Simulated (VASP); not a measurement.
Here is the system:

```
Nb
1.0
   -1.65000     1.65000     1.65000
    1.65000    -1.65000     1.65000
    1.65000     1.65000    -1.65000
Nb
1
Direct
  0.00000   0.00000   0.00000
```

Computed with revTPSS meta-GGA, VASP's PBE PAW potentials (set 64) (plane waves; VASP). Numerical set-up: 520 eV cut-off, 14×14×14 Γ-centred mesh, first-order Methfessel-Paxton smearing of 0.10 eV, potentials Nb_sv.

Task: The ions, cell shape and volume are relaxed. What does this cell relax into?

Result: 
```
Nb
1.0
   -1.64230     1.64230     1.64230
    1.64230    -1.64230     1.64230
    1.64230     1.64230    -1.64230
Nb
1
Cartesian
  0.00000   0.00000   0.00000
```
Space group Im-3m (229), at a tolerance of 0.03 Å.

Task: How do energy and volume change from the first to the last step?

Result: The energy (σ→0) changes by -2.0 meV/atom and the volume by -1.4 %, in 3 ionic steps.

The compound is Nb in the bcc structure. This run relaxes it. Symmetry was kept, so distortions that lower it aren't found.
